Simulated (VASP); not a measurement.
A cell of AuAl2 (fluorite) near equilibrium:

```
Al2Au
1.0
    0.00000     2.99697     2.99697
    2.99697     0.00000     2.99697
    2.99697     2.99697     0.00000
Al Au
2 1
Direct
  0.25000   0.25000   0.25000
  0.75000   0.75000   0.75000
  0.00000   0.00000   0.00000
```

Level of theory: PBEsol GGA, VASP's PBE PAW potentials (set 64) (plane waves; VASP).

| run | ΔE (meV/atom) | σxx | σyy | σzz | largest shear component, with its sign (GPa) | largest force (eV/Å) |
|---|---|---|---|---|---|---|
| as it is | 0.0 | 0.17 | 0.17 | 0.17 | 0.00 | 0.000 |
| after one change | 2.0 | 0.22 | 0.26 | 0.26 | 1.09 | 0.250 |
Stress is in GPa, positive when the cell is compressed.

Task: Which change was made?
A. atom 1 (Al) moved by -0.050 Å along x
B. atom 3 (Au) moved by -0.025 Å along z
C. biaxial strain of -1.5 % in the yz plane
D. biaxial strain of -4.0 % in the xz plane

Result: A, atom 1 (Al) moved by -0.050 Å along x

The compound is AuAl2 in the fluorite structure. The electron count is odd and the run is not spin-polarised, which forces a metal.
